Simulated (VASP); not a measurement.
# Hf3Be (I4/mmm) in VASP: equation of state

Aim: energy against volume of Hf3Be in PBE, for its equilibrium volume and stiffness.

Program: VASP 6.6.1. These are calculated values, not measurements. Logs are shortened: lines on timing, memory, paths and dates and some standing lists are left out, and cuts for length are marked.

### 1 The structure

Symmetry: I4/mmm, No. 139, tetragonal system. The conventional cell has a = 4.184 Å, b = 4.184 Å, c = 8.706 Å, α = 90.00°, β = 90.00°, γ = 90.00°. Hf (site symmetry 4/mmm) has 4 Be at 2.96 Å and 8 Hf at 3.02 Å as nearest neighbours. Hf (site symmetry -4m2) has 8 Hf at 2.96 to 3.02 Å and 4 Be at 3.02 Å as nearest neighbours. Be (site symmetry 4/mmm) has 12 Hf at 2.96 to 3.02 Å as nearest neighbours.

The cell comes from a database or a generator and needn't be the stable form of this composition.

### 2 Equation of state, PBE, 17.91 Å³/atom (volume scaled by 0.94)

The input, INCAR:

```
SYSTEM = Hf3Be
  PREC = Accurate
  ENCUT = 520
  EDIFF = 1E-7
  ISMEAR = -1
  SIGMA = 0.05
  LREAL = .FALSE.
  LASPH = .TRUE.
  NELM = 80
  ALGO = Normal
  ISIF = 2
  LWAVE = .FALSE.
  LCHARG = .FALSE.
  GGA = PE
  NBANDS = 24
```

The input, KPOINTS:

```
Automatic mesh
0
G
  9 9 9
  0 0 0
```

The input, POSCAR:

```
Hf3Be
1.0
   -2.0492941394      2.0492941394      4.2641833922
    2.0492941394     -2.0492941394      4.2641833922
    2.0492941394      2.0492941394     -4.2641833922
Hf Be
3 1
Direct
    0.5000000000      0.5000000000      0.0000000000
    0.2500000000      0.7500000000      0.5000000000
    0.7500000000      0.2500000000      0.5000000000
    0.0000000000      0.0000000000      0.0000000000
```

Potentials or basis: VASP PAW PBE potentials, release 64 (Hf_pv, Be).

Started as:

```bash
cat potpaw_PBE.64/Hf_pv/POTCAR potpaw_PBE.64/Be/POTCAR > POTCAR
mpirun -np 1 vasp_std > vasp.out
```

OUTCAR:

```text
SYSTEM = Hf3Be
   PREC = Accurate
   ENCUT = 520
   EDIFF = 1E-7
   ISMEAR = -1
   LREAL = .FALSE.
   LASPH = .TRUE.
   NELM = 80
   ISIF = 2
   GGA = PE

 Found     75 irreducible k-points:

 Following reciprocal coordinates:
            Coordinates               Weight
  0.000000  0.000000  0.000000      1.000000
  0.111111  0.000000  0.000000      8.000000
  0.222222  0.000000  0.000000      8.000000
  0.333333  0.000000 -0.000000      8.000000
  0.444444  0.000000  0.000000      8.000000
  0.111111  0.111111  0.000000      8.000000
   k-points           NKPTS =     75   k-points in BZ     NKDIM =     75   number of bands    NBANDS=     24
   number of dos      NEDOS =    301   number of ions     NIONS =      4
   total plane-waves  NPLWV =  64000
   dimension x,y,z NGX =    40 NGY =   40 NGZ =   40
   dimension x,y,z NGXF=    80 NGYF=   80 NGZF=   80
   ions per type =               3   1
   NGX,Y,Z   is equivalent  to a cutoff of  12.90, 12.90, 12.90 a.u.
   NGXF,Y,Z  is equivalent  to a cutoff of  25.80, 25.80, 25.80 a.u.
 SYSTEM =  Hf3Be
   PREC   = accura    normal or accurate (medium, high low for compatibility)
   ISTART =      0    job   : 0-new  1-cont  2-samecut
   ICHARG =      2    charge: 1-file 2-atom 10-const
   ISPIN  =      1    spin polarized calculation?
   LNONCOLLINEAR =      F non collinear calculations
   LSORBIT =      F    spin-orbit coupling
   LASPH  =      T    aspherical Exc in radial PAW
   ENCUT  =  520.0 eV  38.22 Ry    6.18 a.u.   9.59  9.59  9.59*2*pi/ulx,y,z
   NELM   =     80;   NELMIN=  2; NELMDL= -5     # of ELM steps
   EDIFF  = 0.1E-06   stopping-criterion for ELM
   LREAL  =      F    real-space projection
   EDIFFG = 0.1E-05   stopping-criterion for IOM
   NSW    =      0    number of steps for IOM
   IBRION =     -1    ionic relax: 0-MD 1-quasi-New 2-CG
   NFREE  =      0    steps in history (QN), initial steepest desc. (CG)
   ISIF   =      2    stress and relaxation
   ISYM   =      2    0-nonsym 1-usesym 2-fastsym
   POTIM  = 0.5000    time-step for ionic-motion
   TEBEG  =    0.0;   TEEND  =   0.0 temperature during run
   PSTRESS=    0.0 pullay stress
   NELECT =      32.0000    total number of electrons
   NUPDOWN=      -1.0000    fix difference up-down
   EMIN   =  10.00;   EMAX   =-10.00  energy-range for DOS
   EFERMI =   0.00;   METHOD = LEGACY
   ISMEAR =    -1;   SIGMA  =   0.05  broadening in eV -4-tet -1-fermi 0-gaus
   EFERMI_NEDOS =   21; number of points for ismear=-14 and -15
   IALGO  =     38    algorithm
   IMIX   =      4    mixing-type and parameters
     AMIX     =   0.40;   BMIX     =  1.00
     AMIX_MAG =   1.60;   BMIX_MAG =  1.00
  volume/ion in A,a.u.               =      17.91       120.85
  Fermi-wavevector in a.u.,A,eV,Ry     =   1.251478  2.364951 21.309418  1.566198
  Thomas-Fermi vector in A             =   2.385424
   LORBIT       =      0    0 simple, 1 ext, 2 COOP (PROOUT), +10 PAW based schemes
   GGA     = PE    functional components
   LHFCALC =     F    Hartree Fock is set to
   AEXX    =    0.0000 exact exchange contribution
   IVDW    =     0    specifies the selected vdW correction
   LEPSILON=     F    determine dielectric tensor
   LRPA    =     F    only Hartree local field effects (RPA)
 non-spin polarized calculation
  energy-cutoff  :      520.00
  volume of cell :       71.63
 maximum number of plane-waves:      1957
   NGX = 19   NGY = 19   NGZ = 19

 number of electron      32.0000003 magnetization

 Free energy of the ion-electron system (eV)
  ---------------------------------------------------
  ext. energy  EPLUGINS =         0.00000000
  ---------------------------------------------------
  free energy    TOTEN  =       -33.03925965 eV

  energy without entropy =      -33.02455633  energy(sigma->0) =      -33.03190799

 E-fermi :   5.0313     XC(G=0): -11.4038

 val. band max:        5.0129243551   @ k =   0.1111   0.0000   0.0000
 cond. band min:       5.0369521491   @ k =  -0.3333   0.3333   0.1111
 fundamental gap:      0.0240277940
 Fermi energy:         5.0312568470

 k-point     1 :       0.0000    0.0000    0.0000
  band No.  band energies     occupation
      1     -25.5534      2.00000
      2     -25.3802      2.00000
      3     -25.3802      2.00000
      4     -25.0602      2.00000
      5     -25.0602      2.00000
      6     -24.8734      2.00000
      7     -24.4931      2.00000
      8     -24.4737      2.00000
      9     -24.4737      2.00000
     10      -2.5325      2.00000
     11       1.8482      2.00000
     12       2.2542      2.00000
     13       3.4539      2.00000
     14       3.9615      2.00000
     15       3.9615      2.00000
     16       5.0950      0.43709
     17       5.8568      0.00000
     18       5.8568      0.00000
     19       6.8699      0.00000
     20       8.2623      0.00000
     21       8.5859      0.00000
     22       8.5899      0.00000
     23      10.0338      0.00000
     24      10.0338      0.00000

 k-point     2 :       0.1111    0.0000    0.0000
  band No.  band energies     occupation
      1     -25.5538      2.00000
      2     -25.3642      2.00000
      3     -25.3501      2.00000
      4     -25.0932      2.00000
      5     -25.0555      2.00000
      6     -24.8349      2.00000
      7     -24.5255      2.00000
      8     -24.4968      2.00000
      9     -24.4909      2.00000
     10      -2.3337      2.00000
     11       1.8758      2.00000
     12       2.4778      2.00000
     13       3.4464      2.00000
     14       3.6987      2.00000
     15       4.0751      2.00000
     16       5.0129      1.18130
     17       5.7512      0.00000
     18       5.8426      0.00000
     19       6.5715      0.00000
     20       8.4956      0.00000
     21       8.5426      0.00000
     22       8.8224      0.00000
     23       9.7353      0.00000
     24      10.1300      0.00000

 k-point     3 :       0.2222    0.0000    0.0000
  band No.  band energies     occupation
      1     -25.5335      2.00000
      2     -25.3209      2.00000
      3     -25.3104      2.00000
      4     -25.1133      2.00000
      5     -25.0407      2.00000
      6     -24.7765      2.00000
      7     -24.6473      2.00000
      8     -24.5608      2.00000
      9     -24.5035      2.00000
     10      -1.7650      2.00000
     11       2.0299      2.00000
     12       2.8617      2.00000
     13       3.3069      2.00000
     14       3.4666      2.00000
     15       4.3304      2.00000
     16       4.4950      1.99996
     17       5.7556      0.00000
     18       5.8557      0.00000
     19       6.1447      0.00000
     20       8.0277      0.00000
     21       8.8540      0.00000
     22       9.2966      0.00000
     23       9.5099      0.00000
     24      10.2226      0.00000

 k-point     4 :       0.3333    0.0000   -0.0000
  band No.  band energies     occupation
      1     -25.4830      2.00000
      2     -25.3100      2.00000
      3     -25.2662      2.00000
      4     -25.0575      2.00000
      5     -25.0139      2.00000
      6     -24.8209      2.00000
      7     -24.7382      2.00000
      8     -24.6491      2.00000
      9     -24.5154      2.00000
     10      -0.9069      2.00000
     11       2.0382      2.00000
     12       2.5899      2.00000
     13       3.5355      2.00000
     14       3.5514      2.00000
     15       4.1518      2.00000
     16       4.5647      1.99982
     17       5.8615      0.00000
     18       6.0298      0.00000
     19       6.0510      0.00000
     20       7.3635      0.00000
     21       8.5368      0.00000
     22       9.1254      0.00000
     23       9.2630      0.00000
     24       9.2866      0.00000

 k-point     5 :       0.4444    0.0000    0.0000
  band No.  band energies     occupation
      1     -25.4453      2.00000
      2     -25.2807      2.00000
      3     -25.2274      2.00000
      4     -24.9960      2.00000
      5     -24.9796      2.00000
      6     -24.9704      2.00000
      7     -24.7379      2.00000
      8     -24.7266      2.00000
      9     -24.5206      2.00000
     10       0.1087      2.00000
     11       1.2144      2.00000
     12       2.6832      2.00000
     13       3.5059      2.00000
     14       3.6047      2.00000
     15       4.4455      1.99998
     16       4.6766      1.99834
     17       6.0329      0.00000
     18       6.2817      0.00000
     19       6.3228      0.00000
     20       6.9223      0.00000
     21       7.9049      0.00000
     22       8.3231      0.00000
     23       8.7814      0.00000
     24       8.7990      0.00000

 k-point     6 :       0.1111    0.1111    0.0000
  band No.  band energies     occupation
      1     -25.5527      2.00000
      2     -25.3805      2.00000
      3     -25.3162      2.00000
      4     -25.0931      2.00000
      5     -25.0291      2.00000
      6     -24.8050      2.00000
      7     -24.6223      2.00000
      8     -24.5107      2.00000
      9     -24.4707      2.00000
     10      -2.0697      2.00000
     11       1.7978      2.00000
     12       2.7446      2.00000
     13       3.2380      2.00000
     14       3.8847      2.00000
     15       3.9720      2.00000
     16       4.6579      1.99886
     17       5.8651      0.00000
     18       5.8964      0.00000
     19       6.1803      0.00000
     20       8.2725      0.00000
     21       8.9148      0.00000
     22       9.2175      0.00000
     23       9.4833      0.00000
     24      10.0800      0.00000

 [... further k-points ...]

------------------------ aborting loop because EDIFF is reached ----------------------------------------

  FORCE on cell =-STRESS in cart. coord.  units (eV):
  Direction    XX          YY          ZZ          XY          YZ          ZX
  --------------------------------------------------------------------------------------
  -------------------------------------------------------------------------------------
  Total        2.9919431      2.9919431      3.1249503      0.0000000      0.0000000      0.0000000
  in kB       66.9205432     66.9205432     69.8955032      0.0000000      0.0000000      0.0000000
  external PRESSURE =      67.9121965 kB  Pullay stress =       0.0000000 kB

 VOLUME and BASIS-vectors are now :
 -----------------------------------------------------------------------------
  energy-cutoff  :      520.00
  volume of cell :       71.63
      direct lattice vectors                 reciprocal lattice vectors
    -2.049294139  2.049294139  4.264183392     0.000000000  0.243986449  0.117255745
     2.049294139 -2.049294139  4.264183392     0.243986449  0.000000000  0.117255745
     2.049294139  2.049294139 -4.264183392     0.243986449  0.243986449  0.000000000

 POSITION                                       TOTAL-FORCE (eV/Angst)
 -----------------------------------------------------------------------------------
      0.00000      0.00000      4.26418         0.000000     -0.000000     -0.000000
      2.04929      0.00000      2.13209        -0.000000      0.000000     -0.000000
      0.00000      2.04929      2.13209         0.000000     -0.000000      0.000000
      0.00000      0.00000      0.00000         0.000000     -0.000000     -0.000000
 -----------------------------------------------------------------------------------
    total drift:                                0.000000     -0.000000      0.000000

  FREE ENERGIE OF THE ION-ELECTRON SYSTEM (eV)
  ---------------------------------------------------
  free  energy   TOTEN  =       -33.0392596541 eV

  energy  without entropy=      -33.0245563347  energy(sigma->0) =      -33.03190799
```

It took 2.5 min on 1 thread of Intel Xeon Platinum 8488C (Sapphire Rapids), shared host; peak memory 0.3 GiB.

What came out:

```
Free energy            : -33.0393 eV
Pressure               : 6.8 GPa
Band gap on the k mesh : none (metal or under the smearing width)
```

### 3 Equation of state, PBE, 18.29 Å³/atom (volume scaled by 0.96)

The input, INCAR:

```
SYSTEM = Hf3Be
ALGO = Normal
EDIFF = 1E-7
ENCUT = 520
GGA = PE
ISIF = 2
ISMEAR = -1
LASPH = .True.
LCHARG = .False.
LREAL = .False.
LWAVE = .False.
NBANDS = 24
NELM = 80
PREC = Accurate
SIGMA = 0.05
```

The input, KPOINTS:

```
k-points
0
Gamma
  9 9 9
  0 0 0
```

The input, POSCAR:

```
Hf3Be
1.0
   -2.0637262638      2.0637262638      4.2942138421
    2.0637262638     -2.0637262638      4.2942138421
    2.0637262638      2.0637262638     -4.2942138421
Hf Be
3 1
Direct
    0.5000000000      0.5000000000      0.0000000000
    0.2500000000      0.7500000000      0.5000000000
    0.7500000000      0.2500000000      0.5000000000
    0.0000000000      0.0000000000      0.0000000000
```

Potentials or basis: VASP PAW PBE potentials, release 64 (Hf_pv, Be).

Started as:

```bash
cat potpaw_PBE.64/Hf_pv/POTCAR potpaw_PBE.64/Be/POTCAR > POTCAR
mpirun -np 1 vasp_std > vasp.out
```

Wall time 2.8 min (1 thread of Intel Xeon Platinum 8488C (Sapphire Rapids), shared host); peak memory 0.3 GiB.

The run converged. Its results:

* Free energy: -33.0916 eV
* Pressure: 4.2 GPa
* Band gap on the k mesh: none (metal or under the smearing width)

### 4 Equation of state, PBE, 18.67 Å³/atom (volume scaled by 0.98)

The input, INCAR:

```
SYSTEM = Hf3Be
PREC = Accurate ; ENCUT = 520
EDIFF = 1E-7 ; ISMEAR = -1
SIGMA = 0.05 ; LREAL = .False.
LASPH = .True. ; NELM = 80
ALGO = Normal ; ISIF = 2
LWAVE = .False. ; LCHARG = .False.
GGA = PE ; NBANDS = 24
```

The input, KPOINTS:

```
regular mesh
0
Gamma
  9 9 9
  0 0 0
```

The input, POSCAR:

```
Hf3Be
1.0
   -2.0779593085      2.0779593085      4.3238300459
    2.0779593085     -2.0779593085      4.3238300459
    2.0779593085      2.0779593085     -4.3238300459
Hf Be
3 1
Direct
    0.5000000000      0.5000000000      0.0000000000
    0.2500000000      0.7500000000      0.5000000000
    0.7500000000      0.2500000000      0.5000000000
    0.0000000000      0.0000000000      0.0000000000
```

Started as:

```bash
cat potpaw_PBE.64/Hf_pv/POTCAR potpaw_PBE.64/Be/POTCAR > POTCAR
mpirun -np 1 vasp_std > vasp.out
```

Wall time 2.8 min (1 thread of Intel Xeon Platinum 8488C (Sapphire Rapids), shared host); peak memory 0.3 GiB.

The run converged. Its results:

* Free energy: -33.1206 eV
* Pressure: 1.9 GPa
* Band gap on the k mesh: none (metal or under the smearing width)

(Continued in part 2 of 2.)
